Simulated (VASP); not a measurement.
# PbF2 (Fluorocronite) with PBE: from relaxation to properties, part 2 of 6

Aim: relax PbF2 (Fluorocronite), then compute properties on the relaxed cell. The start is a cell from a database of measured crystal structures.

VASP 6.6.1; PBE; plane waves and PAW (Pb_d, F).

So far, gap on the k-mesh (eV): step 2 (full relaxation (PBE)) 4.46.

### 4. Single point with fields (PBE)

A single point on the relaxed cell gives a clean self-consistent state, with density, ELF and potential written out.

INCAR reads:

```
SYSTEM = PbF2
PREC = Accurate
ENCUT = 520
EDIFF = 1E-06
NELM = 100
ISMEAR = 0
SIGMA = 0.05
LREAL = .FALSE.
ALGO = Normal
GGA = PE
NBANDS = 20
LORBIT = 11
LWAVE = .FALSE.
LCHARG = .TRUE.
ISIF = 2
LELF = .TRUE.
LVHAR = .TRUE.
```

POSCAR reads:

```
PbF2
1.0
    0.0000000000      2.9964786990      2.9964786990
    2.9964786990      0.0000000000      2.9964786990
    2.9964786990      2.9964786990      0.0000000000
Pb F
1 2
Direct
    0.0000000000      0.0000000000      0.0000000000
    0.2500000000      0.2500000000      0.2500000000
    0.7500000000      0.7500000000      0.7500000000
```

KPOINTS reads:

```
Automatic mesh
0
Gamma
7 7 7
0 0 0
```

Potentials, in the order of the species: Pb_d and F (PBE family, release 64).

Command:

```bash
> mpirun -np 2 vasp_std
```

Output:

```text
[banner, memory and clock lines left out]
running    2 mpi-ranks, on    1 nodes
 distrk:  each k-point on    2 cores,    1 groups
 distr:  one band on    1 cores,    2 groups

 POSCAR found type information on POSCAR PbF
 POSCAR found :  2 types and       3 ions
 LDA part: xc-table for (Slater+PW92), standard interpolation
 POSCAR, INCAR and KPOINTS ok, starting setup
 FFT: planning ... GRIDC
 FFT: planning ... GRID_SOFT
 FFT: planning ... GRID
 WAVECAR not read
 entering main loop
       N       E                     dE             d eps       ncg     rms          rms(c)
DAV:   1     0.309387619549E+03    0.30939E+03   -0.14695E+04   804   0.157E+03
DAV:   2     0.147124374977E+02   -0.29468E+03   -0.27726E+03   836   0.437E+02
DAV:   3    -0.154885025749E+02   -0.30201E+02   -0.29745E+02   984   0.150E+02
[... 1 cycle as in an earlier step ...]
DAV:   5    -0.163546212351E+02   -0.25472E-01   -0.25470E-01  1004   0.477E+00    0.806E+00
DAV:   6    -0.143632963436E+02    0.19913E+01   -0.95903E+00  1092   0.243E+01    0.275E+00
DAV:   7    -0.143576412998E+02    0.56550E-02   -0.48222E-01   832   0.429E+00    0.159E+00
[... 1 cycle as in an earlier step ...]
DAV:   9    -0.143496283945E+02    0.31050E-02   -0.21945E-02  1012   0.107E+00    0.105E-01
[... 1 cycle as in an earlier step ...]
DAV:  11    -0.143507771263E+02    0.34811E-04   -0.16525E-04   928   0.124E-01    0.138E-02
DAV:  12    -0.143507899068E+02   -0.12781E-04   -0.76130E-05   888   0.827E-02    0.139E-02
DAV:  13    -0.143507863673E+02    0.35396E-05   -0.28541E-05  1044   0.511E-02    0.264E-03
DAV:  14    -0.143507863942E+02   -0.26952E-07   -0.13026E-06   740   0.809E-03
   1 F= -.14350786E+02 E0= -.14350786E+02  d E =-.233518E-11
```

The job ended after 22 s (2 MPI ranks of AMD EPYC 7R43, shared host; peak memory 0.24 GiB).

OUTCAR, selected parts (step 4):

```text
The static configuration has the point symmetry O_h .

 Found     20 irreducible k-points:

   NELECT =      28.0000    total number of electrons

 E-fermi :   1.7092

  Total        0.0198470      0.0198470      0.0198470      0.0000000      0.0000000      0.0000000
  in kB        0.5909374      0.5909374      0.5909374      0.0000000      0.0000000      0.0000000
  external PRESSURE =       0.5909374 kB  Pullay stress =       0.0000000 kB

 POSITION                                       TOTAL-FORCE (eV/Angst)
 -----------------------------------------------------------------------------------
      0.00000      0.00000      0.00000        -0.000000     -0.000000     -0.000000
      1.49824      1.49824      1.49824        -0.000000     -0.000000     -0.000000
      4.49472      4.49472      4.49472         0.000000      0.000000      0.000000
 -----------------------------------------------------------------------------------
    total drift:                                0.000000     -0.000000      0.000000

  FREE ENERGIE OF THE ION-ELECTRON SYSTEM (eV)
  ---------------------------------------------------
  free  energy   TOTEN  =       -14.3507863942 eV

  energy  without entropy=      -14.3507863942  energy(sigma->0) =      -14.35078639

[... 16 parts as in an earlier step ...]
```

This step gave:

```yaml
scf_cycles: 14
```

Valence electrons inside each PAW sphere by angular momentum. Sphere charges, by row:

```
atom  s (e)  p (e)  d (e)  tot (e)
 Pb1  1.551  0.274  9.862    11.69
  F2  1.741   4.32      0    6.062
  F3  1.741   4.32      0    6.062
```

Valence density in the ac plane of a cell with a along [110], b along [-110] and c along [001] of the cube at fractional y = 0.000, with atoms of Pb and F within 0.2 Å of it. It is the smooth field of the valence electrons, not physical close to the nuclei.

Values in units of 1e0 e/Å³, 9 rows by 16 columns, each cell a mean:
```
4.7 1.6 0.3 0.2 0.2 0.2 0.9 3.8 4.7 1.6 0.3 0.2 0.2 0.2 0.9 3.8
0.6 0.3 0.4 3.4 4.8 0.9 0.2 0.5 0.6 0.3 0.4 3.4 4.8 0.9 0.2 0.5
0.0 0.1 0.5 5.0 7.2 1.2 0.1 0.0 0.0 0.1 0.5 5.0 7.2 1.2 0.1 0.0
0.0 0.0 0.1 0.4 0.5 0.2 0.0 0.0 0.0 0.0 0.1 0.4 0.5 0.2 0.0 0.0
0.0 0.0 0.0 0.1 0.1 0.0 0.0 0.0 0.0 0.0 0.0 0.1 0.1 0.0 0.0 0.0
0.0 0.0 0.2 0.9 1.1 0.3 0.0 0.0 0.0 0.0 0.2 0.9 1.1 0.3 0.0 0.0
0.1 0.1 0.6 6.2 8.9 1.4 0.1 0.1 0.1 0.1 0.6 6.2 8.9 1.4 0.1 0.1
1.1 0.4 0.3 1.9 2.6 0.6 0.3 0.9 1.1 0.4 0.3 1.9 2.6 0.6 0.3 0.9
5.9 2.0 0.3 0.1 0.1 0.2 1.1 4.8 5.9 2.0 0.3 0.1 0.1 0.2 1.1 4.8
```
Columns run along a (8.5 Å), rows up along c (6.0 Å), edges of the conventional cell, whose origin can differ from the input's. Atoms in or near the plane, at fractional coordinates: Pb at (0.00, 0.00), Pb at (0.50, 0.00), F at (0.25, 0.25), F at (0.75, 0.25), F at (0.25, 0.75), F at (0.75, 0.75).

Electrostatic potential energy in the ac plane of a cell with a along [110], b along [-110] and c along [001] of the cube at fractional y = 0.000, with atoms of Pb and F within 0.2 Å of it. With pseudopotentials it is smooth inside the atoms' cores, unlike the true potential.

Ten even steps from '_' (-75 eV) to '@' (6 eV), each cell a mean:
```
____++%%@@@@@@@@@@##::______++%%@@@@@@@@@@##::__
::==##@@@@@@@@@@@@%%++::::==##@@@@@@@@@@@@%%++::
##%%@@@@@@**++%%@@@@%%####%%@@@@@@**++%%@@@@%%##
@@@@@@@@##--::++@@@@@@@@@@@@@@@@##--::++@@@@@@@@
@@@@@@@@%%==--**@@@@@@@@@@@@@@@@%%==--**@@@@@@@@
@@@@@@@@@@%%%%@@@@@@@@@@@@@@@@@@@@%%%%@@@@@@@@@@
@@@@@@@@@@@@@@@@@@@@@@@@@@@@@@@@@@@@@@@@@@@@@@@@
@@@@@@@@@@@@@@@@@@@@@@@@@@@@@@@@@@@@@@@@@@@@@@@@
@@@@@@@@@@@@@@@@@@@@@@@@@@@@@@@@@@@@@@@@@@@@@@@@
@@@@@@@@@@@@@@@@@@@@@@@@@@@@@@@@@@@@@@@@@@@@@@@@
@@@@@@@@@@**++%%@@@@@@@@@@@@@@@@@@**++%%@@@@@@@@
@@@@@@@@##--::++@@@@@@@@@@@@@@@@##--::++@@@@@@@@
%%@@@@@@%%==--**@@@@@@%%%%@@@@@@%%==--**@@@@@@%%
++**%%@@@@%%%%@@@@@@##++++**%%@@@@%%%%@@@@@@##++
__::**@@@@@@@@@@@@##==..__::**@@@@@@@@@@@@##==..
____==%%@@@@@@@@@@**..______==%%@@@@@@@@@@**..__
```
Columns run along a (8.5 Å; values clipped at the 3rd and 97th percentile), rows up along c (6.0 Å), edges of the conventional cell, whose origin can differ from the input's. Atoms in or near the plane, at fractional coordinates: Pb at (0.00, 0.00), Pb at (0.50, 0.00), F at (0.25, 0.25), F at (0.75, 0.25), F at (0.25, 0.75), F at (0.75, 0.75).

ELF in the ac plane of a cell with a along [110], b along [-110] and c along [001] of the cube at fractional y = 0.000, with atoms of Pb and F within 0.2 Å of it. It is the smooth field of the valence electrons, not physical close to the nuclei.

Ten even steps from '0' (0.00) to '9' (0.79), each cell a mean:
```
235311112542235311112542
454236752354454236752354
542279995235542279995235
311599897212311599897212
001599998300001599998300
001479985200001479985200
000134432000000134432000
000000000000000000000000
000011110000000011110000
000257763100000257763100
001589997200001589997200
101599898301101599898301
431499997224431499997224
553269983245553269983245
345224421453345224421453
525410002543525410002543
```
Columns run along a (8.5 Å), rows up along c (6.0 Å), edges of the conventional cell, whose origin can differ from the input's. Atoms in or near the plane, at fractional coordinates: Pb at (0.00, 0.00), Pb at (0.50, 0.00), F at (0.25, 0.25), F at (0.75, 0.25), F at (0.25, 0.75), F at (0.75, 0.75).

In this run the pressure is 0.06 GPa, small enough to go on.

### 5. Bands along the symmetry lines (PBE)

Levels along the symmetry lines show where the bands peak and cross; KPOINTS_OPT computes them in the converged potential.

INCAR reads:

```
SYSTEM = PbF2
PREC = Accurate
ENCUT = 520
EDIFF = 1E-06
NELM = 100
ISMEAR = 0
SIGMA = 0.05
LREAL = .FALSE.
ALGO = Normal
GGA = PE
NBANDS = 27
LORBIT = 11
LWAVE = .FALSE.
LCHARG = .FALSE.
KPAR = 2
```

POSCAR is that of step 4.

KPOINTS is that of step 4.

KPOINTS_OPT reads:

```
Line mode
16
Line-mode
Reciprocal
  0.00000000   0.00000000   0.00000000 GAMMA
  0.50000000   0.00000000   0.50000000 X

  0.50000000   0.00000000   0.50000000 X
  0.50000000   0.25000000   0.75000000 W

  0.50000000   0.25000000   0.75000000 W
  0.37500000   0.37500000   0.75000000 K

  0.37500000   0.37500000   0.75000000 K
  0.00000000   0.00000000   0.00000000 GAMMA

  0.00000000   0.00000000   0.00000000 GAMMA
  0.50000000   0.50000000   0.50000000 L

  0.50000000   0.50000000   0.50000000 L
  0.62500000   0.25000000   0.62500000 U

  0.62500000   0.25000000   0.62500000 U
  0.50000000   0.25000000   0.75000000 W

  0.50000000   0.25000000   0.75000000 W
  0.50000000   0.50000000   0.50000000 L

  0.50000000   0.50000000   0.50000000 L
  0.37500000   0.37500000   0.75000000 K

  0.62500000   0.25000000   0.62500000 U
  0.50000000   0.00000000   0.50000000 X
```

Command:

```bash
> mpirun -np 2 vasp_std
```

Output:

```text
[... set-up lines as in an earlier step ...]
 entering main loop
       N       E                     dE             d eps       ncg     rms          rms(c)
DAV:   1     0.297184972139E+03    0.29718E+03   -0.13760E+04  1080   0.117E+03
DAV:   2     0.110277650320E+02   -0.28616E+03   -0.25964E+03  1137   0.359E+02
DAV:   3    -0.156263785627E+02   -0.26654E+02   -0.26339E+02  1271   0.114E+02
DAV:   4    -0.163336282727E+02   -0.70725E+00   -0.70663E+00  1260   0.191E+01
DAV:   5    -0.163549897125E+02   -0.21361E-01   -0.21359E-01  1414   0.344E+00    0.808E+00
DAV:   6    -0.143661062126E+02    0.19889E+01   -0.74416E+00  1490   0.181E+01    0.273E+00
DAV:   7    -0.143592879695E+02    0.68182E-02   -0.43947E-01  1201   0.325E+00    0.160E+00
DAV:   8    -0.143539473115E+02    0.53407E-02   -0.11249E-01  1152   0.286E+00    0.617E-01
DAV:   9    -0.143496109296E+02    0.43364E-02   -0.18083E-02  1402   0.817E-01    0.109E-01
DAV:  10    -0.143508385353E+02   -0.12276E-02   -0.17369E-03  1134   0.327E-01    0.447E-02
DAV:  11    -0.143507773662E+02    0.61169E-04   -0.14837E-04  1245   0.978E-02    0.150E-02
DAV:  12    -0.143507852068E+02   -0.78406E-05   -0.38484E-05  1187   0.483E-02    0.762E-03
DAV:  13    -0.143507863743E+02   -0.11675E-05   -0.39641E-06  1185   0.156E-02    0.811E-04
DAV:  14    -0.143507864302E+02   -0.55911E-07   -0.12190E-07   961   0.242E-03
   1 F= -.14350786E+02 E0= -.14350786E+02  d E =-.256997E-12
 Start KPOINTS_OPT (optional k-point list driver)
k-point batch [1-20\160]
       N       E                     dE             ncg
DAV:   1     0.171631729052E+04   -0.98234E+04     1089
DAV:   2    -0.380210205974E+04   -0.55184E+04     1156
DAV:   3    -0.434137650300E+04   -0.53927E+03     1264
DAV:   4    -0.435614045985E+04   -0.14764E+02     1317
DAV:   5    -0.435654584690E+04   -0.40539E+00     1387
DAV:   6    -0.435656375917E+04   -0.17912E-01     1407
DAV:   7    -0.435656460138E+04   -0.84221E-03     1496
DAV:   8    -0.435656463139E+04   -0.30005E-04     1236
DAV:   9    -0.435656463215E+04   -0.76108E-06      868
[...]
k-point batch [141-160\160]
       N       E                     dE             ncg
DAV:   1     0.173314533611E+04   -0.17174E+05     1088
DAV:   2    -0.377042873231E+04   -0.55036E+04     1113
DAV:   3    -0.434159392682E+04   -0.57117E+03     1325
DAV:   4    -0.435730415786E+04   -0.15710E+02     1389
DAV:   5    -0.435774323151E+04   -0.43907E+00     1460
DAV:   6    -0.435775997574E+04   -0.16744E-01     1468
DAV:   7    -0.435776105303E+04   -0.10773E-02     1631
DAV:   8    -0.435776106200E+04   -0.89639E-05     1228
DAV:   9    -0.435776106219E+04   -0.19216E-06     1053
```

Wall time 2.4 min (2 MPI ranks); peak memory 0.31 GiB.

OUTCAR, selected parts (step 5):

```text
   k-points           NKPTS =     20   k-points in BZ     NKDIM =     20   number of bands    NBANDS=     27

   NELECT =      28.0000    total number of electrons

 E-fermi :   1.7210

 k-point     1 :       0.0000    0.0000    0.0000
  band No.  band energies     occupation
    ...
     10      -0.7723      2.00000
     11      -0.7723      2.00000
     12      -0.2843      2.00000
     13      -0.2843      2.00000
     14      -0.2843      2.00000
     15       8.2285      0.00000
     16       8.2285      0.00000
     17       8.2285      0.00000
     18      12.0438      0.00000
     19      16.5681      0.00000
    ...

  Total        0.0191980      0.0191980      0.0191980      0.0000000      0.0000000      0.0000000
  in kB        0.5716146      0.5716146      0.5716146      0.0000000      0.0000000      0.0000000
  external PRESSURE =       0.5716146 kB  Pullay stress =       0.0000000 kB

 POSITION                                       TOTAL-FORCE (eV/Angst)
 -----------------------------------------------------------------------------------
      0.00000      0.00000      0.00000         0.000000     -0.000000     -0.000000
      1.49824      1.49824      1.49824        -0.000000     -0.000000     -0.000000
      4.49472      4.49472      4.49472         0.000000      0.000000      0.000000
 -----------------------------------------------------------------------------------
    total drift:                                0.000000     -0.000000      0.000000

  FREE ENERGIE OF THE ION-ELECTRON SYSTEM (eV)
  ---------------------------------------------------
  free  energy   TOTEN  =       -14.3507864302 eV

  energy  without entropy=      -14.3507864302  energy(sigma->0) =      -14.35078643

[... 8 parts as in an earlier step ...]

[... 8 further parts left out ...]
```

Spin-orbit coupling is off here; with elements this heavy it splits and shifts levels by tenths of an eV or more.

This step gave:

```yaml
bands: 27
fermi_energy: 1.721 eV
pressure: 0.05716 GPa
least_gap_on_mesh_and_path: 4.419 eV
least_direct_gap_on_mesh_and_path: 4.561 eV
valence_top_at_k: 0.5, 0.25, 0.75
conduction_bottom_at_k: 0.5, 0, 0.5
least_direct_gap_at_k: 0.5, 0, 0.5
```

Electronic bands along the path, in eV, zero at the valence-band top; v1 is the highest filled band, c1 the lowest empty one:

```
          point     v4     v3     v2     v1    c1    c2    c3     c4
              Γ  -2.26  -1.77  -1.77  -1.77  6.74  6.74  6.74  10.55
0.53 of the way  -1.79  -1.52  -1.52  -0.81  4.98  7.36  7.36  10.98
              X  -1.38  -1.38  -1.37  -0.14  4.42  7.78  7.78   9.03
0.47 of the way  -1.69  -1.41  -1.34  -0.08  4.84  7.26  7.59   9.52
              W  -2.45  -1.43  -1.32   0.00  6.01  6.01  7.43  10.16
0.47 of the way  -2.10  -1.45  -1.35  -0.02  5.51  6.47  7.55  10.05
              K  -1.86  -1.52  -1.38  -0.03  5.29  6.62  7.77   9.87
0.47 of the way  -2.29  -1.98  -1.52  -0.48  5.40  6.97  7.35  12.32
              Γ  -2.26  -1.77  -1.77  -1.77  6.74  6.74  6.74  10.55
0.47 of the way  -2.35  -1.85  -1.85  -0.84  5.59  7.10  7.10  12.59
              L  -2.44  -1.94  -1.94  -0.01  5.03  7.56  7.56  13.17
0.53 of the way  -2.25  -1.71  -1.58  -0.02  5.37  6.77  7.66  11.03
              U  -1.86  -1.52  -1.38  -0.03  5.29  6.62  7.77   9.87
0.53 of the way  -2.10  -1.45  -1.35  -0.02  5.51  6.47  7.55  10.05
              W  -2.45  -1.43  -1.32   0.00  6.01  6.01  7.43  10.16
0.47 of the way  -2.46  -1.58  -1.56  -0.02  5.49  6.61  7.63  10.84
              L  -2.44  -1.94  -1.94  -0.01  5.03  7.56  7.56  13.17
0.47 of the way  -2.30  -1.75  -1.63  -0.02  5.30  6.91  7.64  11.28
              K  -1.86  -1.52  -1.38  -0.03  5.29  6.62  7.77   9.87
      jump to U  -1.86  -1.52  -1.38  -0.03  5.29  6.62  7.77   9.87
0.53 of the way  -1.51  -1.41  -1.37  -0.11  4.64  7.42  7.78   9.28
              X  -1.38  -1.38  -1.37  -0.14  4.42  7.78  7.78   9.03
```

Of the projections kept (Pb, F), the largest for each band there; the rest of the weight can lie on other orbitals:

```
point      v4      v3      v2      v1       c1       c2       c3       c4
    Γ  F 0.96  F 0.97  F 0.97  F 0.97  Pb 0.95  Pb 0.95  Pb 0.95  Pb 0.87
    X  F 0.99  F 0.99  F 1.00  F 0.62  Pb 0.86  Pb 0.66  Pb 0.66   F 0.64
    W  F 0.93  F 1.00  F 0.99  F 0.65  Pb 0.70  Pb 0.70  Pb 0.55  Pb 1.00
    K  F 0.96  F 0.98  F 1.00  F 0.65  Pb 0.74  Pb 0.58  Pb 0.71  Pb 0.76
    Γ  F 0.96  F 0.97  F 0.97  F 0.97  Pb 0.95  Pb 0.95  Pb 0.95  Pb 0.87
    L  F 0.94  F 0.97  F 0.97  F 0.73  Pb 0.53  Pb 0.81  Pb 0.81  Pb 0.94
```

The path lowers the gap by 0.05 eV against the mesh alone, so a band edge lies off the mesh.

[end of part 2 of 6]

[Lines on the potential files, build, host, timing and source positions are cut from VASP's logs without a mark.]

[Logs are printed without paths, hosts, clocks, repeated set-up lines and the standing remarks that a program may print on its own settings, such as how far it seeks lower states.]

[Hosts, paths, dates, database ids (printed as entryN), source tags and the programs' standing remarks are cut or masked in the printed files.]

[A measured line is paired with the nearest computed mode of its activity, which favours agreement.]
